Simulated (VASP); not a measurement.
Consider the following.

```
Na
1.0
   -2.09685     2.09685     2.09685
    2.09685    -2.09685     2.09685
    2.09685     2.09685    -2.09685
Na
1
Direct
  0.00000   0.00000   0.00000
```

Level of theory: PW91 GGA, VASP's PBE PAW potentials (set 64) (plane waves; VASP). Numerical set-up: 520 eV cut-off, 11×11×11 Γ-centred mesh, first-order Methfessel-Paxton smearing of 0.10 eV, potentials Na_pv.

Question: Estimate the energy per atom (σ→0), band gap (on the k-mesh) with the smallest direct gap where there is one.

Answer: 
| Item | Result |
|---|---|
| band gap (on the k-mesh) | none (metal, semimetal or under 0.01 eV) |
| energy per atom (σ→0) | -1.306 eV/atom |

Only differences to runs with the same potentials and settings are physical.

The compound is Na in the bcc structure. It was relaxed first. The start is the result of an earlier pass.
